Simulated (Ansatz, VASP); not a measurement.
# Two plane-wave programs on NaLiAlCl4

The input INCAR:

```
PREC     = Accurate       # precision mode
ENCUT    = 600            # plane-wave cutoff, eV
EDIFF    = 1E-6           # SCF threshold, eV
ISMEAR   = 0              # smearing method
SIGMA    = 0.1            # smearing width, eV
LREAL    = F              # projectors in reciprocal space
LASPH    = T              # aspherical terms in the spheres
NELM     = 100            # most SCF steps
ALGO     = Normal         # electronic algorithm
ISIF     = 3              # what is computed and relaxed
LWAVE    = F              # write WAVECAR
LCHARG   = F              # write CHGCAR
GGA      = PE             # functional
IBRION   = 2              # ionic algorithm
NSW      = 100            # ionic steps
EDIFFG   = -0.01          # ionic threshold
```

Contents of KPOINTS:

```
Automatic mesh
0
Gamma
  6 6 6
```

The input POSCAR:

```
NaLiAlCl4
1.0
    0.0000000000      5.2710289229      5.2710289229
    5.2710289229      0.0000000000      5.2710289229
    5.2710289229      5.2710289229      0.0000000000
Na Li Al Cl
1 1 1 4
Direct
    0.0000000000      0.0000000000      0.0000000000
    0.7500000000      0.7500000000      0.7500000000
    0.5000000000      0.5000000000      0.5000000000
    0.1434753188      0.6188415604      0.6188415604
    0.6188415604      0.1434753188      0.6188415604
    0.6188415604      0.6188415604      0.1434753188
    0.6188415604      0.6188415604      0.6188415604
```

Input for Ansatz:

```yaml
crystal:
  lattice:
    - [0.0, 5.2710289229, 5.2710289229]
    - [5.2710289229, 0.0, 5.2710289229]
    - [5.2710289229, 5.2710289229, 0.0]
  atoms:
    - { symbol: Na, position: [0.0, 0.0, 0.0] }
    - { symbol: Li, position: [0.75, 0.75, 0.75] }
    - { symbol: Al, position: [0.5, 0.5, 0.5] }
    - { symbol: Cl, position: [0.1434753188, 0.6188415604, 0.6188415604] }
    - { symbol: Cl, position: [0.6188415604, 0.1434753188, 0.6188415604] }
    - { symbol: Cl, position: [0.6188415604, 0.6188415604, 0.1434753188] }
    - { symbol: Cl, position: [0.6188415604, 0.6188415604, 0.6188415604] }
basis:
  ecutwfc: 420
kpoints:
  mp_grid: { grid: [6, 6, 6] }
hamiltonian:
  xc: pbe
scf:
  occupations: { method: gaussian, width: 0.1 }
output:
  forces: true
  stress: true
  eigenvalues: true
relax:
  adjacent_minimum: "off"
  f_tol: 0.01
  max_steps: 80
  cell: { stress_tol: 0.05 }
```

Alike in both runs: task relaxation of cell and atoms; functional PBE; k mesh 6 × 6 × 6; occupations gaussian, width 0.1 eV; no spin polarisation.

```csv
,VASP,Ansatz
version,VASP 6.6.1,Ansatz 0.2.0
potentials or method,"VASP PAW PBE potentials, release 64 (Na_pv, Li_sv, Al, Cl)","scalar-relativistic, plane waves, PAW"
plane-wave cutoff (eV),600,420
valence electrons in the cell,41,43
```

Ansatz gave:

```
gap on the k mesh at the Fermi level, each at its own relaxed structure (eV) : none
relaxed volume (Å³/atom)                                                     : 42.68
relaxed cell length with the largest relative difference (Å)                 : 7.504
```

Question: Which values does VASP return?

Answer: gap on the k mesh at the Fermi level, each at its own relaxed structure (eV): none; relaxed volume (Å³/atom): 42.57; relaxed cell length with the largest relative difference (Å): 7.498.

A gap of «none» marks a metal or a gap that the smearing closes. The two sets of potentials don't hold the same shells in valence.

Caveats: the cutoff is under 1.25 times the usual one of these potentials, so pressure, stress and relaxed cells hold a basis-set (Pulay) error (VASP); an odd number of electrons without spin polarisation forces a metal; a magnetic or distorted state may lie lower.
